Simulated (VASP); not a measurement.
Here is the system:

```xyz
2
Lattice="0.0000 2.7358 2.7358 2.7358 0.0000 2.7358 2.7358 2.7358 0.0000" Properties=species:S:1:pos:R:3 pbc="T T T"
Ga     0.0000     0.0000     0.0000
P      1.3679     1.3679     1.3679
```

All values below come from optB86b-vdW, VASP's PBE PAW potentials (set 64) (plane waves; VASP 6.6.1). Run with 520 eV cut-off, 9×9×9 Γ-centred mesh, tetrahedra with Blöchl corrections, potentials Ga_d P.

Task: Predict the energy per atom (σ→0).

Result: 
- energy per atom (σ→0): -2.263 eV/atom

The absolute energy has meaning only against runs of the same code, potentials and settings.

The compound is GaP in the zinc blende structure. It was relaxed first.
